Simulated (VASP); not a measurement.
BeCd2S3: relaxation of cell and atoms with PBE

BeCd2S3:

```
CELL_PARAMETERS angstrom
5.95000 -3.42000 0.00000
5.95000 3.42000 0.00000
0.00000 0.00000 5.90000
ATOMIC_POSITIONS crystal
Be 0.17000 0.83000 0.99000
Be 0.83000 0.17000 0.49000
Cd 0.82800 0.51800 0.00000
Cd 0.17200 0.48200 0.50000
Cd 0.48200 0.17200 0.00000
Cd 0.51800 0.82800 0.50000
S 0.45230 0.83690 0.91100
S 0.16310 0.54770 0.91100
S 0.88650 0.11350 0.85350
S 0.83690 0.45230 0.41100
S 0.54770 0.16310 0.41100
S 0.11350 0.88650 0.35350
```

The cell was built by a generator and needn't be a form met in nature.

```json
{"Program": "VASP 6.6.1", "Task": "relaxation of cell and atoms", "Functional": "PBE", "Potentials or basis": "VASP PAW PBE potentials, release 64 (Be, Cd, S)", "Cutoff": "520 eV", "k mesh": "3 × 3 × 3", "Occupations": "gaussian, width 0.15 eV", "Spin": "no spin polarisation", "Further INCAR settings": "PREC = Normal; LREAL = Auto; ALGO = Fast; EDIFF = 0.0001; IBRION = 2; EDIFFG = -0.08; NSW = 24; ISIF = 3"}
```

```json
{
  "Relaxed volume": "21.44 Å³/atom",
  "Relaxed cell": "a = 6.841 Å, b = 6.841 Å, c = 6.346 Å, α = 90.00°, β = 90.00°, γ = 60.01°",
  "Space group after relaxing (to 0.05 Å)": "Cmc2_1 (No. 36)",
  "Energy gained by relaxing": "106.4 meV/atom",
  "Ionic steps": "12",
  "Pressure after relaxing": "-0.1 GPa",
  "Largest force after relaxing": "0.064 eV/Å",
  "Band gap on the k mesh": "1.95 eV, direct"
}
```

Forces on the atoms (eV/Å):
```
Be   0.000 -0.029 -0.043
Be   0.000  0.029 -0.043
Cd  -0.036 -0.008  0.038
Cd   0.036  0.008  0.038
Cd   0.036 -0.008  0.038
Cd  -0.036  0.008  0.038
S    0.041 -0.044  0.004
S   -0.041 -0.044  0.004
S    0.000  0.049 -0.041
S    0.041  0.044  0.004
S   -0.041  0.044  0.004
S    0.000 -0.049 -0.041
```

Stress tensor (GPa, compression positive):
```
-0.03  0.00  0.00
 0.00 -0.02  0.00
 0.00  0.00 -0.11
```

The path:
| step | energy change (eV) | largest force (eV/Å) | pressure (GPa) | volume (Å³) |
| --- | --- | --- | --- | --- |
| 1 | 0.0000 | 1.4950 | 6.01 | 240.12 |
| 2 | -0.8423 | 0.7980 | -2.13 | 267.09 |
| 3 | -0.8422 | 0.8045 | -2.06 | 266.88 |
| 4 | -1.1169 | 0.4966 | -1.02 | 261.65 |
| 5 | -1.2066 | 0.3403 | 0.17 | 256.80 |
| 6 | -1.2482 | 0.2084 | 0.05 | 256.96 |
| 7 | -1.2560 | 0.1474 | -0.01 | 257.04 |
| 8 | -1.2566 | 0.1600 | -0.02 | 257.06 |
| 9 | -1.2564 | 0.1570 | -0.03 | 257.06 |
| 10 | -1.2675 | 0.1002 | 0.02 | 256.88 |
| 11 | -1.2704 | 0.1085 | 0.08 | 256.75 |
| 12 | -1.2764 | 0.0639 | -0.05 | 257.25 |

Final structure:
```cif
data_structure
_symmetry_space_group_name_H-M 'P 1'
_symmetry_Int_Tables_number 1
_cell_length_a 6.8410
_cell_length_b 6.8410
_cell_length_c 6.3464
_cell_angle_alpha 90.000
_cell_angle_beta 90.000
_cell_angle_gamma 60.013
_cell_volume 257.25
loop_
_atom_site_label
_atom_site_type_symbol
_atom_site_fract_x
_atom_site_fract_y
_atom_site_fract_z
_atom_site_occupancy
Be1 Be 0.14993 0.85007 0.00570 1
Be2 Be 0.85007 0.14993 0.50570 1
Cd1 Cd 0.83059 0.48991 0.00133 1
Cd2 Cd 0.16941 0.51009 0.50133 1
Cd3 Cd 0.51009 0.16941 0.00133 1
Cd4 Cd 0.48991 0.83059 0.50133 1
S1 S 0.45188 0.83803 0.90579 1
S2 S 0.16197 0.54812 0.90579 1
S3 S 0.87684 0.12316 0.84557 1
S4 S 0.83803 0.45188 0.40579 1
S5 S 0.54812 0.16197 0.40579 1
S6 S 0.12316 0.87684 0.34557 1
```

Levels at points of the mesh, in eV from the valence-band top:
| k point | band 40 | band 41 | band 42 | band 43 | band 44 | band 45 | band 46 | band 47 | band 48 | band 49 |
| --- | --- | --- | --- | --- | --- | --- | --- | --- | --- | --- |
| (0.00, 0.00, 0.00) | -0.67 | -0.60 | -0.12 | -0.03 | 0.00 | 1.95 | 2.83 | 4.47 | 4.67 | 5.02 |

Wall time 5.9 min on 1 thread of Intel(R) Xeon(R) Platinum 8175M CPU @ 2.50GHz (Skylake/Cascade Lake), with other jobs on the host, peak memory 0.28 GiB.

Caveat: the relaxation stopped at a loose force limit of 0.08 eV/Å, so its end isn't a converged minimum.
